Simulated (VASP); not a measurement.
Here is the system:

```
CELL_PARAMETERS angstrom
      0.00000     3.13583     3.13583
      3.13583     0.00000     3.13583
      3.13583     3.13583     0.00000
ATOMIC_POSITIONS crystal
  Pb 0.00000 0.00000 0.00000
  Se 0.50000 0.50000 0.50000
```

These are revPBE GGA, VASP's PBE PAW potentials (set 64) (plane waves; VASP) values and carry that method's errors. Settings: 520 eV cut-off, 7×7×7 Γ-centred mesh, Gaussian smearing of 0.050 eV, potentials Pb_d Se.

Predict the energy per atom (σ→0).

| Item | Result |
|---|---|
| energy per atom (σ→0) | -3.804 eV/atom |

The absolute energy has meaning only against runs of the same code, potentials and settings.

The compound is PbSe in the rock salt structure. It was relaxed first, which changed the volume by +8 %.
